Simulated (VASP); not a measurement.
Crystal: Ca3ZrBC3.

```
CELL_PARAMETERS angstrom
5.20076 0.00000 0.00000
0.00000 5.20076 0.00000
0.00000 0.00000 5.20076
ATOMIC_POSITIONS crystal
Ca 0.50000 0.00000 0.00000
Ca 0.00000 0.50000 0.00000
Ca 0.00000 0.00000 0.50000
Zr 0.50000 0.50000 0.50000
B 0.00000 0.00000 0.00000
C 0.00000 0.50000 0.50000
C 0.50000 0.00000 0.50000
C 0.50000 0.50000 0.00000
```

The cell was built by a generator and needn't be a form met in nature.

The cell isn't the ideal one: random cell by space group and Wyckoff sites (Pm-3m, No. 221).

* Program: VASP 6.6.1
* Task: relaxation of cell and atoms
* Functional: PBE
* Potentials or basis: VASP PAW PBE potentials, release 64 (Ca_sv, Zr_sv, B, C)
* Cutoff: 600 eV
* k mesh: 4 × 4 × 4
* Occupations: gaussian, width 0.1 eV
* Spin: no spin polarisation

At the start: pressure -4.8 GPa; volume 17.58 Å³/atom.

Task: Where does the relaxation end?

Result: Over 3 steps the energy falls by 16.7 meV/atom and the volume is 16.52 Å³/atom (-6.0 %); space group Pm-3m (No. 221, to 0.05 Å).

Step by step:
```tsv
step	energy change (eV)	largest force (eV/Å)	pressure (GPa)	volume (Å³)
1	0.0000	0.0000	-4.80	140.67
2	-0.1250	0.0000	1.37	130.22
3	-0.1334	0.0000	0.01	132.20
```

Final structure:
```
CELL_PARAMETERS angstrom
5.09418 0.00000 0.00000
0.00000 5.09418 0.00000
0.00000 0.00000 5.09418
ATOMIC_POSITIONS crystal
Ca 0.50000 0.00000 0.00000
Ca 0.00000 0.50000 0.00000
Ca 0.00000 0.00000 0.50000
Zr 0.50000 0.50000 0.50000
B 0.00000 0.00000 0.00000
C 0.00000 0.50000 0.50000
C 0.50000 0.00000 0.50000
C 0.50000 0.50000 0.00000
```
